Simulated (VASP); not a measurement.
TiC (rock salt): the formation energy from VASP (plane waves, PAW) at several levels of theory. The references are the elements' solids at the same level; no temperature or zero-point terms are added.   Without a dispersion term in the relaxation, distances and binding between the weakly bound layers, chains or molecules are unreliable, and so is what depends on them.

| level | formation energy (eV/atom) |
|---|---|
| PBEsol | -0.908 |
| r2SCAN | -0.989 |

The cell of the PBEsol run:

```yaml
crystal:
  lattice:
    - [0.00000, 2.14753, 2.14753]
    - [2.14753, 0.00000, 2.14753]
    - [2.14753, 2.14753, 0.00000]
  atoms:
    - { symbol: Ti, position: [0.00000, 0.00000, 0.00000] }
    - { symbol: C, position: [0.50000, 0.50000, 0.50000] }
```

Only levels that ran to the end are used. Left out are those held back, those with too coarse a band path, GW runs whose mesh misses a band edge, hybrids' fits of cells that aren't cubic and levels without matching references; a question may draw on a part of the rest.
